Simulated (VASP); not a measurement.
Set up this calculation in VASP 6.6.1, as the native input.

| Item | Value |
| --- | --- |
| Task | density of states |
| Functional | PBE |
| Potentials or basis | VASP PAW PBE potentials, release 64 (Ti_sv, Ru_pv, C) |
| Cutoff | 520 eV |
| k mesh | 12 × 12 × 4 |
| Occupations | gaussian, width 0.1 eV |
| Spin | no spin polarisation |
| k mesh for the DOS | 18 × 18 × 6 |
| Occupations for the DOS | tetrahedron |
| Further INCAR settings | ALGO = Fast; EDIFF = 1e-06 |

The system is Ti2RuC3.

```
Ti Ru C
1.0
     3.10944    0.00000    0.00000
    -1.55472    2.69286    0.00000
     0.00000    0.00000    7.22079
Ti Ru C
2 1 3
Direct
  0.33333 0.66667 0.67334
  0.66667 0.33333 0.32666
  0.00000 0.00000 0.00000
  0.33333 0.66667 0.15971
  0.66667 0.33333 0.84029
  0.00000 0.00000 0.50000
```

The cell was built by a generator and needn't be a form met in nature.

The input as run:

POSCAR

```
Ti2RuC3                                 
1.0
    3.1094435276      0.0000000000      0.0000000000
   -1.5547217638      2.6928570841      0.0000000000
    0.0000000000      0.0000000000      7.2207899633
  Ti              Ru              C             
     2     1     3
Direct
     0.3333333300000021    0.6666666699999979    0.6733400195547219
     0.6666666699999979    0.3333333300000021    0.3266599804452781
     0.0000000000000000    0.0000000000000000    0.0000000000000000
     0.3333333300000021    0.6666666699999979    0.1597094460337516
     0.6666666699999979    0.3333333300000021    0.8402905539662484
     0.0000000000000000    0.0000000000000000    0.5000000000000000
```

INCAR.step1

```
SYSTEM = Ti2RuC3
  PREC = Accurate
  ENCUT = 520
  EDIFF = 1E-6
  ISMEAR = 0
  SIGMA = 0.1
  LREAL = .False.
  LASPH = .True.
  NELM = 60
  ALGO = Fast
  ISIF = 2
  LWAVE = .False.
  LCHARG = .True.
  LMAXMIX = 4
  GGA = PE
  KPAR = 4
```

KPOINTS.step1

```
Automatic mesh
0
Gamma
  12 12 4
  0 0 0
```

INCAR.step2

```
SYSTEM = Ti2RuC3
  PREC = Accurate
  ENCUT = 520
  EDIFF = 1E-6
  ISMEAR = -5
  SIGMA = 0.1
  LREAL = .False.
  LASPH = .True.
  NELM = 60
  ALGO = Fast
  ISIF = 2
  LWAVE = .False.
  LCHARG = .False.
  LMAXMIX = 4
  GGA = PE
  LORBIT = 11
  KPAR = 4
  NEDOS = 2001
  ICHARG = 11
```

KPOINTS.step2

```
Automatic mesh
0
Gamma
  18 18 6
  0 0 0
```

Potentials or basis: VASP PAW PBE potentials, release 64 (Ti_sv, Ru_pv, C).

Run with:

```sh
$ cat potpaw_PBE.64/Ti_sv/POTCAR potpaw_PBE.64/Ru_pv/POTCAR potpaw_PBE.64/C/POTCAR > POTCAR
$ cp INCAR.step1 INCAR
$ cp KPOINTS.step1 KPOINTS
$ mpirun -np 4 vasp_std > vasp.out
$ cp INCAR.step2 INCAR
$ cp KPOINTS.step2 KPOINTS
$ mpirun -np 4 vasp_std > vasp.out
```

It gave:

- Valence electrons inside the program's atomic spheres: Ti 10.37; Ru 12.76; C 2.38

Wall time 110 s on 4 MPI ranks on Intel(R) Xeon(R) 6975P-C (Granite Rapids), with other jobs on the host, peak memory 0.42 GiB a rank.
